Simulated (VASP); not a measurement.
MnSiSe3:

```
CELL_PARAMETERS angstrom
4.83412 0.00000 0.00000
0.00000 4.83412 0.00000
0.00000 0.00000 4.83412
ATOMIC_POSITIONS crystal
Mn 0.00000 0.00000 0.00000
Si 0.50000 0.50000 0.50000
Se 0.00000 0.50000 0.50000
Se 0.50000 0.00000 0.50000
Se 0.50000 0.50000 0.00000
```

The cell was built by a generator and needn't be a form met in nature.

Base run:

* Program: VASP 6.6.1
* Functional: PBEsol
* Potentials or basis: VASP PAW PBE potentials, release 64 (Mn_pv, Si, Se)
* Cutoff: 520 eV
* k mesh: 5 × 5 × 5
* Occupations: fermi-dirac, width 0.05 eV
* Spin: collinear spin, ferromagnetic start
* Starting moments: [4.0, 0.0, 0.0, 0.0, 0.0] μB

Its results: pressure -2.5 GPa; net moment 5.29 μB per cell; site moments Mn +4.50; Si +0.05; Se +0.06 μB.

Q: After a change of settings the same cell gave: pressure 0.3 GPa; net moment 5.21 μB per cell; site moments Mn +4.46; Si +0.04; Se +0.06 μB. Which change was it?
A. functional from PBEsol to AM05
B. functional from PBEsol to r2SCAN
C. functional from PBEsol to PW91
D. functional from PBEsol to LDA; potentials or basis from VASP PAW PBE potentials, release 64 (Mn_pv, Si, Se) to VASP PAW LDA potentials, release 64 (Mn_pv, Si, Se)

A: C.

PW91 binds less tightly than PBEsol, so the same cell stands under more pressure.

Caveats: the PAW data sets were made with another functional, which shifts forces and pressure a little; a cell with one magnetic atom can't hold antiferromagnetic order, which such compounds often take.
